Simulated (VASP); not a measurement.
Data:

```xyz
4
Lattice="4.1095 0.0000 0.0000 0.0000 4.1095 0.0000 0.0000 0.0000 4.1095" Properties=species:S:1:pos:R:3 pbc="T T T"
Sc     0.0000     0.0000     0.0000
Al     0.0000     2.0547     2.0547
Al     2.0547     0.0000     2.0547
Al     2.0547     2.0547     0.0000
```

All values below come from PW91 GGA, VASP's PBE PAW potentials (set 64) (plane waves; VASP 6.6.1). Settings: 520 eV cut-off, Gaussian smearing of 0.050 eV, potentials Sc_sv Al.

Question: Predict the band gap (along the path) with the smallest direct gap where there is one.

Answer: 
```json
{
  "band gap (along the path)": "none (metal, semimetal or under 0.01 eV)"
}
```

The compound is Al3Sc in the L1_2 structure. It was relaxed first.
